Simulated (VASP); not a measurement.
```
CELL_PARAMETERS angstrom
      2.83373     0.00000     0.00000
      0.00000     2.83373     0.00000
      0.00000     0.00000     2.83373
ATOMIC_POSITIONS crystal
  Ga 0.50000 0.50000 0.50000
  Co 0.00000 0.00000 0.00000
```

These are MS2 meta-GGA, VASP's PBE PAW potentials (set 64) (plane waves; VASP 6.6.1) values and carry that method's errors. Numerical set-up: 520 eV cut-off, 12×12×12 Γ-centred mesh, first-order Methfessel-Paxton smearing of 0.10 eV, potentials Ga_d Co.

Predict the energy per atom (σ→0), band gap (on the k-mesh) with the smallest direct gap where there is one.

band gap (on the k-mesh): none (metal, semimetal or under 0.01 eV)
energy per atom (σ→0): -7.399 eV/atom

The absolute energy has meaning only against runs of the same code, potentials and settings.

The compound is CoGa in the CsCl type structure. It was relaxed first. The start is the result of an earlier pass. The run is not spin-polarised, so no magnetic state was tried.
